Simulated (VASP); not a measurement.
**Ca(100) in VASP**

Aim: model Ca(100) by a slab and find how far its highest filled level lies below the vacuum.

Method: LDA; plane waves and PAW (Ca_pv), in VASP 6.6.1.

Most raw output is cut from this account.

## 1. Starting point

The cell holds 7 atoms: 7 Ca. Cell: a = 3.946 Å, b = 3.946 Å, c = 34.740 Å, α = 90.0°, β = 90.0°, γ = 90.0°. Vacuum lies along c.

Structure file:

```cif
data_structure
_symmetry_space_group_name_H-M 'P 1'
_symmetry_Int_Tables_number 1
_cell_length_a 3.9457
_cell_length_b 3.9457
_cell_length_c 34.7400
_cell_angle_alpha 90.000
_cell_angle_beta 90.000
_cell_angle_gamma 90.000
_cell_volume 540.84
loop_
_atom_site_label
_atom_site_type_symbol
_atom_site_fract_x
_atom_site_fract_y
_atom_site_fract_z
_atom_site_occupancy
Ca1 Ca 0.00000 0.00000 0.25907 1
Ca2 Ca 0.50000 0.50000 0.33938 1
Ca3 Ca 0.00000 0.00000 0.41969 1
Ca4 Ca 0.50000 0.50000 0.50000 1
Ca5 Ca 0.00000 0.00000 0.58031 1
Ca6 Ca 0.50000 0.50000 0.66062 1
Ca7 Ca 0.00000 0.00000 0.74093 1
```

## 2. Potential and states of the slab

A static run writes the electrostatic potential without exchange and correlation (LVHAR), which is flat in the vacuum and gives the level to count from. The dipole correction cancels the field that unlike faces would set up across the vacuum.

INCAR reads:

```
SYSTEM = Ca
PREC = Normal
ENCUT = 300
EDIFF = 1E-06
NELM = 120
ISMEAR = -1
SIGMA = 0.1
LREAL = .FALSE.
ALGO = Fast
GGA = CA
NBANDS = 46
LORBIT = 11
LWAVE = .FALSE.
LCHARG = .TRUE.
IDIPOL = 3
LDIPOL = .TRUE.
DIPOL = 0.5 0.5 0.5
LVHAR = .TRUE.
LVACPOTAV = .TRUE.
LELF = .TRUE.
NEDOS = 1500
```

POSCAR reads:

```
Ca
1.0
    3.9456558390      0.0000000000      0.0000000000
    0.0000000000      3.9456558390      0.0000000000
    0.0000000000      0.0000000000     34.7400000000
Ca
7
Direct
    0.0000000000      0.0000000000      0.2590673575
    0.5000000000      0.5000000000      0.3393782383
    0.0000000000      0.0000000000      0.4196891192
    0.5000000000      0.5000000000      0.5000000000
    0.0000000000      0.0000000000      0.5803108808
    0.5000000000      0.5000000000      0.6606217617
    0.0000000000      0.0000000000      0.7409326425
```

KPOINTS reads:

```
Automatic mesh
0
Gamma
14 14 1
0 0 0
```

KPOINTS_OPT reads:

```
Line mode
14
Line-mode
Reciprocal
  0.50000000   0.50000000   0.00000000 M
  0.00000000   0.00000000   0.00000000 GAMMA

  0.00000000   0.00000000   0.00000000 GAMMA
  0.00000000   0.50000000   0.00000000 X

  0.00000000   0.50000000   0.00000000 X
  0.50000000   0.50000000   0.00000000 M
```

The projector-augmented-wave data sets are Ca_pv (LDA family, release 64).

On the command line:

```
> mpirun -np 2 vasp_std
```

Elapsed: 4.8 min, on 2 MPI ranks of AMD EPYC 7R43, shared host; peak memory 0.65 GiB.

This step gave:

* electronic cycles: 25
* electrons: 56
* free energy (TOTEN): -14.39 eV
* energy at zero smearing: -14.24 eV
* Fermi energy: -0.1238 eV
* labelled metallic, from the levels on this mesh: yes
* DOS at the Fermi level: 8.980 states/eV/cell
* dipole moment: 0, 0, 0 e·Å
* vacuum levels: 2.784, 2.784 eV
* work functions of the upper and lower face: 2.908, 2.908 eV

Electronic bands along the path, in eV, zero at the Fermi level; # counts the bands kept:

```tsv
point	#4	#5	#6	#7	#8	#9	#10	#11
M	-0.19	0.02	0.06	0.17	0.50	0.50	0.51	0.51
0.54 of the way	-1.65	-1.04	-0.43	0.03	0.64	0.65	0.66	0.67
Γ	-2.67	-2.00	-1.31	-0.72	0.45	0.48	0.54	0.61
0.54 of the way	-1.98	-1.35	-0.70	-0.13	0.19	0.29	0.48	0.64
X	-1.28	-1.13	-1.04	-0.94	-0.11	0.08	0.08	0.38
0.46 of the way	-0.85	-0.64	-0.57	-0.38	-0.05	0.17	0.20	0.45
M	-0.19	0.02	0.06	0.17	0.50	0.50	0.51	0.51
```

The density of states by energy, zero at the Fermi level; read off at these points; values in states/eV/cell:

```tsv
energy (eV)	total	Ca p	Ca d
-4.50	8.3e-4	0	0
-4.00	0.134	8.2e-4	0
-3.50	1.04	0.0182	0.00221
-3.00	1.81	0.06	0.0131
-2.50	2.49	0.120	0.0457
-2.00	3.11	0.191	0.121
-1.50	3.92	0.272	0.285
-1.00	5.20	0.350	0.696
-0.50	6.02	0.405	1.27
0.00	8.98	0.894	2.31
0.50	17.0	1.09	7.09
0.67	19.7	1.20	8.75
1.00	15.0	0.867	7.39
1.50	13.9	0.482	8.18
1.74	15.5	0.487	9.71
2.00	12.3	0.193	8.73
2.24	12.8	0.112	9.77
2.50	7.60	0.0808	5.84
3.00	0.492	0.00909	0.365
3.50	0.00283	0	0.00152
4.00	0	0	0
```

The planar average of the electrostatic potential oscillates, so the rows of the table below give means over windows of 2.78 Å about each position, cut where the curve ends. Its maxima inside the range that stand out by 2 % of the span (Å: eV): 10.4: 1.04, 13.2: 0.966, 16.0: 0.974, 18.8: 0.974, 21.5: 0.966, 24.3: 1.04. Its minima: 9.0: -5.57, 11.8: -5.23, 14.6: -5.27, 17.4: -5.27, 20.1: -5.27, 22.9: -5.23, 25.7: -5.57.

Zero at the Fermi level. Planar average of the electrostatic potential against height; means over each step:

```tsv
height (Å)	planar average of the electrostatic potential (eV)
1.39	2.91
4.17	2.90
6.95	1.74
9.73	-2.03
12.51	-1.88
15.29	-1.89
18.07	-1.90
20.85	-1.90
23.63	-1.86
26.41	-1.71
29.19	2.80
31.97	2.91
```

Density of states in the PAW spheres, an atom over height of the layer and energy from the Fermi level.

Ten even steps from '0' (0.00 states/eV) to '9' (1.17 states/eV), each cell a mean:
```
9777779
4444444
2333332
2222222
2222222
1111111
1111111
1111111
0000000
0000000
0000000
0000000
0000000
0000000
0000000
0000000
0000000
0000000
0000000
0000000
0000000
0000000
```
Columns: height of the layer (Å) from 9 to 25.7; rows upwards: energy from the Fermi level (eV) from -7.9 to 0.5.

Force by atom:

```tsv
atom	x (eV/Å)	y (eV/Å)	z (eV/Å)	size
Ca1	0.000	0.000	0.288	0.288
Ca2	0.000	0.000	-0.085	0.085
Ca3	0.000	0.000	-0.002	0.002
Ca4	0.000	0.000	0.000	0.000
Ca5	0.000	0.000	0.002	0.002
Ca6	0.000	0.000	0.085	0.085
Ca7	0.000	0.000	-0.288	0.288
```

ELF in the ca plane at fractional y = 0.000, with atoms of Ca within 0.2 Å of it. It is the smooth field of the valence electrons, not physical close to the nuclei.

Ten even steps from '0' (0.00) to '9' (0.62), each cell a mean:
```
02522799997225101432599998414300351023210000
44314899998313444422699999622444530123210000
32126888888621232125888888742233211343210000
12368877778863212357877778875322245653210000
56788876678887555688876567888777788763210000
34578876678875333578876667887544567753210000
21147888888741121136888788862122113443210000
44215899998412444313799999622344421233210000
13423899997324312432699999514422441123210000
01532799997235000341599998424200252013210000
```
Columns run along c (16.0 Å, from fractional 0.42 to 0.88 of the cell), rows up along a (3.9 Å). Atoms in or near the plane, at fractional coordinates: Ca at (0.58, 0.00), Ca at (0.74, 0.00).

Electrostatic potential energy in the ca plane at fractional y = 0.000, with atoms of Ca within 0.2 Å of it. With pseudopotentials it is smooth inside the atoms' cores, unlike the true potential.

Ten even steps from '0' (-38 eV) to '9' (3 eV), each cell a mean:
```
01479999999974100378999999986200157899999999
24689999999986423689999999987533478999999999
77899999999998777889999999998777789999999999
89999999999999988999999999999988899999999999
99999999999999999999999999999999999999999999
99999999999999999999999999999999999999999999
88999999999998888899999999999888889999999999
56789999999987655789999999998655678999999999
02589999999985201478999999986310368899999999
00479999999974000268999999985100157899999999
```
Columns run along c (16.0 Å, from fractional 0.42 to 0.88 of the cell; values clipped at the 3rd and 97th percentile), rows up along a (3.9 Å). Atoms in or near the plane, at fractional coordinates: Ca at (0.58, 0.00), Ca at (0.74, 0.00).

Valence density in the ca plane at fractional y = 0.000, with atoms of Ca within 0.2 Å of it. It is the smooth field of the valence electrons, not physical close to the nuclei.

Ten steps, logarithmic in the rise over the least value, from '0' (0.0 e/Å³) to '9' (4.3 e/Å³), each cell a mean:
```
98631111111136899742111111125899852000000000
76421111111124677521111111123577631000000000
33211111111112333211111111112233211000000000
11111111111111111111111111111111110000000000
11111111111111111111111111111111110000000000
11111111111111111111111111111111110000000000
22111111111111222111111111111222211000000000
54311111111113455321111111112455421000000000
87521111111125788631111111124788741000000000
99631111111136999742111111125899852000000000
```
Columns run along c (16.0 Å, from fractional 0.42 to 0.88 of the cell), rows up along a (3.9 Å). Atoms in or near the plane, at fractional coordinates: Ca at (0.58, 0.00), Ca at (0.74, 0.00).

Only the dipole across the slab is computed (IDIPOL = 3); zeros along the plane are no results.

The density of states holds every band computed, so its fall toward the upper end of the range is no gap.

The map of layer states is cut here 0.5 eV above the Fermi level, so it leaves out the states above that.

The vacuum level lies 2.91 eV above the Fermi level at the upper face; both faces agree, as the slab has next to no dipole.

The program found no field-free point at its default tolerance, but its printed level agrees with the flat part of the planar average.

On this mesh the fine structure of the density of states is sampling noise, and high empty states may be cut by the number of bands.

## 3. The slab in a field, field -0.05

A field across the slab, with the atoms held, gives the electronic response: the dipole changes linearly with the field, and the energy has a linear term from the slab's own dipole and a quadratic one from its polarisability.

INCAR reads:

```
SYSTEM = Ca
PREC = Normal
ENCUT = 300
EDIFF = 1E-06
NELM = 120
ISMEAR = -1
SIGMA = 0.1
LREAL = .FALSE.
ALGO = Fast
GGA = CA
NBANDS = 35
LORBIT = 11
LWAVE = .FALSE.
LCHARG = .FALSE.
KPAR = 2
IDIPOL = 3
LDIPOL = .TRUE.
DIPOL = 0.5 0.5 0.5
EFIELD = -0.05
LVHAR = .TRUE.
```

POSCAR is that of step 2.

KPOINTS is that of step 2.

On the command line:

```
> mpirun -np 2 vasp_std
```

Elapsed: 5.1 min, on 2 MPI ranks; peak memory 0.6 GiB; 10 min of CPU time.

This step gave:

```yaml
electronic_cycles: 84
fermi_energy: -0.1234 eV
dipole_moment: 0, 0, -0.09327 e·Å
```

The planar average of the electrostatic potential oscillates, so the rows of the table below give means over windows of 2.78 Å about each position, cut where the curve ends. Its maxima inside the range that stand out by 2 % of the span (Å: eV): 5.3: 2.82, 10.4: 1.04, 13.2: 0.966, 16.0: 0.974, 18.8: 0.974, 21.5: 0.966, 24.3: 1.04, 34.3: 3.21. Its minima: 0.5: 2.60, 9.0: -5.57, 11.8: -5.23, 14.6: -5.27, 17.4: -5.27, 20.1: -5.27, 22.9: -5.23, 25.7: -5.57.

Zero at the Fermi level. Table of planar average of the electrostatic potential by height; means over each step:

```tsv
height (Å)	planar average of the electrostatic potential (eV)
1.39	2.67
4.17	2.78
6.95	1.73
9.73	-2.03
12.51	-1.88
15.29	-1.89
18.07	-1.89
20.85	-1.90
23.63	-1.86
26.41	-1.71
29.19	2.86
31.97	3.10
```

Force by atom:

```tsv
atom	x (eV/Å)	y (eV/Å)	z (eV/Å)	size
Ca1	0.000	0.000	0.287	0.287
Ca2	0.000	0.000	-0.085	0.085
Ca3	0.000	0.000	-0.002	0.002
Ca4	0.000	0.000	0.000	0.000
Ca5	0.000	0.000	0.002	0.002
Ca6	0.000	0.000	0.086	0.086
Ca7	0.000	0.000	-0.289	0.289
```

VASP counts the dipole in electrons times Å, so a positive number points the physical dipole along −c. A positive EFIELD is likewise a physical field along −c.

Energy at zero smearing: -14.24435 eV.

## 4. The slab in a field, field 0.05

Edit INCAR of step 3 so:

```diff
@@ -18,3 +18,3 @@
 DIPOL = 0.5 0.5 0.5
-EFIELD = -0.05
+EFIELD = 0.05
 LVHAR = .TRUE.
```

POSCAR is that of step 3.

KPOINTS is that of step 3.

On the command line:

```
> mpirun -np 2 vasp_std
```

The job ended after 4.9 min (2 MPI ranks; peak memory 0.6 GiB).

This step gave:

| Property | Result |
| --- | --- |
| electronic cycles | 78 |
| Fermi energy | -0.123 eV |
| dipole moment | 0, 0, 0.09344 e·Å |

The planar average of the electrostatic potential oscillates, so the rows of the table below give means over windows of 2.78 Å about each position, cut where the curve ends. Its maxima inside the range that stand out by 2 % of the span (Å: eV): 0.5: 3.21, 10.4: 1.04, 13.2: 0.966, 16.0: 0.975, 18.8: 0.974, 21.5: 0.966, 24.3: 1.04, 29.4: 2.82. Its minima: 9.0: -5.57, 11.8: -5.23, 14.6: -5.27, 17.4: -5.27, 20.1: -5.27, 22.9: -5.23, 25.7: -5.57, 34.3: 2.60.

Zero at the Fermi level. The planar average of the electrostatic potential by height; means over each step:

```tsv
height (Å)	planar average of the electrostatic potential (eV)
1.39	3.14
4.17	3.02
6.95	1.75
9.73	-2.03
12.51	-1.88
15.29	-1.89
18.07	-1.89
20.85	-1.90
23.63	-1.86
26.41	-1.71
29.19	2.75
31.97	2.72
```

Force by atom:

```tsv
atom	x (eV/Å)	y (eV/Å)	z (eV/Å)	size
Ca1	0.000	0.000	0.289	0.289
Ca2	0.000	0.000	-0.087	0.087
Ca3	0.000	0.000	-0.002	0.002
Ca4	0.000	0.000	0.000	0.000
Ca5	0.000	0.000	0.002	0.002
Ca6	0.000	0.000	0.085	0.085
Ca7	0.000	0.000	-0.287	0.287
```

Energy at zero smearing: -14.24430 eV.

## 5. The slab in a field, field 0.1

Edit INCAR of step 4 so:

```diff
@@ -18,3 +18,3 @@
 DIPOL = 0.5 0.5 0.5
-EFIELD = 0.05
+EFIELD = 0.1
 LVHAR = .TRUE.
```

POSCAR is that of step 4.

KPOINTS is that of step 4.

On the command line:

```
> mpirun -np 2 vasp_std
```

Run time: 7.7 min. Hardware: 2 MPI ranks; peak memory 0.59 GiB.

The electronic loop did not meet EDIFF within NELM cycles, so this run is left out of the comparison.

## 6. Putting the energies together

This step: slab, LDA; plane waves and PAW (VASP 6.6.1).

No new run; the numbers come from the runs before.

Numbers from this step:

| Item | Value |
| --- | --- |
| polarisability per area of the slab or monolayer | 1.727 Å |

VASP counts both for electrons: a positive EFIELD is a field along -c, and a positive dipole, in electrons times A, points along -c. Field, by row:

```tsv
EFIELD (eV/Å)	dipole along z (e Å)	energy change (eV)
-0.05	-0.09327	-0.002796
0	0	0
0.05	0.09344	-0.00274
```

The polarisability is the slope of the dipole against the field, as a volume for each unit of area.

## 7. Results

```yaml
work_function_of_the_slab: 2.91 eV
polarisability_per_area_of_the_slab_or_monolayer: 1.73 Å
```

The work function is 2.91 eV at both faces. No atom was relaxed. The cell in the plane was kept as given and was not relaxed here.

[Lines on the potential files, build, host, timing and source positions are cut from VASP's logs without a mark.]

[Logs are printed without paths, hosts, clocks, repeated set-up lines and the standing remarks that a program may print on its own settings, such as how far it seeks lower states.]

[Hosts, paths, dates, database ids (printed as entryN), source tags and the programs' standing remarks are cut or masked in the printed files.]

[In band tables of VASP the shares of atoms and orbitals are scaled to a sum of 1 inside the atoms' spheres.]

[Runs that stopped without an error message from VASP are left out.]
